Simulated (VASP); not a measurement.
OSZICAR of a VASP run on Cs (bcc):

OSZICAR:
```
       N       E                     dE             d eps       ncg     rms          rms(c)
DAV:   1     0.587622642171E+02    0.58762E+02   -0.28919E+03   464   0.779E+02
DAV:   2     0.443426366314E+01   -0.54328E+02   -0.53436E+02   664   0.118E+02
DAV:   3    -0.650545555154E+00   -0.50848E+01   -0.50846E+01   472   0.469E+01
DAV:   4    -0.723285065366E+00   -0.72740E-01   -0.72739E-01   784   0.664E+00
DAV:   5    -0.723510026349E+00   -0.22496E-03   -0.22496E-03   656   0.263E-01    0.176E-01
DAV:   6    -0.727496584353E+00   -0.39866E-02   -0.19878E-03   712   0.280E-01    0.123E-01
DAV:   7    -0.731571338356E+00   -0.40748E-02   -0.75427E-03   464   0.597E-01    0.327E-02
DAV:   8    -0.731639645812E+00   -0.68307E-04   -0.17101E-04   824   0.102E-01    0.647E-03
DAV:   9    -0.731644740884E+00   -0.50951E-05   -0.75656E-06   688   0.207E-02    0.307E-03
DAV:  10    -0.731644789841E+00   -0.48956E-07   -0.21827E-06   760   0.983E-03    0.101E-03
DAV:  11    -0.731644959034E+00   -0.16919E-06   -0.75075E-07   608   0.573E-03    0.777E-04
DAV:  12    -0.731645070018E+00   -0.11098E-06   -0.77425E-08   560   0.207E-03    0.387E-05
DAV:  13    -0.731645065444E+00    0.45738E-08   -0.32158E-09   376   0.478E-04
   1 F= -.73164507E+00 E0= -.73077348E+00  d E =-.261476E-02
```

Q: Which electronic solver shows in the log?

A: It is blocked Davidson (ALGO = Normal, or the opening steps of other solvers). The INCAR had ALGO = Normal.

Q: Can the final energy be trusted as converged?

A: The run converged. It stopped with EDIFF = 1E-7, NELM = 100 (RPBE GGA, plane waves, VASP's PBE PAW potentials (set 64)).

The compound is Cs in the bcc structure. This cell is one point of a volume scan, at 0.97 of the reference volume.
